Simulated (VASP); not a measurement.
Given:

```
AuBi3
1.0
    4.74508     0.00000     0.00000
    0.00000     4.74508     0.00000
    0.00000     0.00000     4.74508
Bi Au
3 1
Direct
  0.00000   0.50000   0.50000
  0.50000   0.00000   0.50000
  0.50000   0.50000   0.00000
  0.00000   0.00000   0.00000
```

Computed with PBEsol GGA, VASP's PBE PAW potentials (set 64) (plane waves; VASP 6.6.1). Numerical set-up: 400 eV cut-off, 7×7×7 Γ-centred mesh, tetrahedra with Blöchl corrections, potentials Bi_d Au.

Unless said otherwise, spin-orbit coupling is left out, though it shifts the bands of the heavy elements here.

Problem. Predict the energy per atom (σ→0), band gap (on the k-mesh) with the smallest direct gap where there is one.

Solution. 
```json
{
  "band gap (on the k-mesh)": "none (metal, semimetal or under 0.01 eV)",
  "energy per atom (σ→0)": "-4.058 eV/atom"
}
```

The structure comes from a computed database's Bi3Au entry (Pm-3m); how it stands against other phases isn't given here. It was relaxed first.
